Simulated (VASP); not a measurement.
Crystal: Si.

```
Si
1.0
     0.00000    2.71356    2.71356
     2.71356    0.00000    2.71356
     2.71356    2.71356    0.00000
Si
2
Direct
  0.75000 0.75000 0.75000
  0.50000 0.50000 0.50000
```

Base run:

* Program: VASP 6.6.1
* Functional: PBE
* Potentials or basis: VASP PAW PBE potentials, release 64 (Si)
* Cutoff: 300 eV
* k mesh: 8 × 8 × 8
* Occupations: gaussian, width 0.02 eV
* Spin: no spin polarisation

Its results: band gap on the k mesh 0.61 eV, indirect (least direct gap 2.57 eV); pressure 2.0 GPa.

Task: The run is repeated on the same cell with these changes: cutoff from 300 eV to 520 eV; k mesh from 8 × 8 × 8 to 6 × 6 × 6. What comes out?

Result: Band gap on the k mesh 0.70 eV, indirect (least direct gap 2.56 eV); pressure 2.2 GPa.

Caveats: the cutoff is under 1.25 times the usual one of these potentials, so pressure, stress and relaxed cells hold a basis-set (Pulay) error (some runs).

A k mesh can miss the band edges.
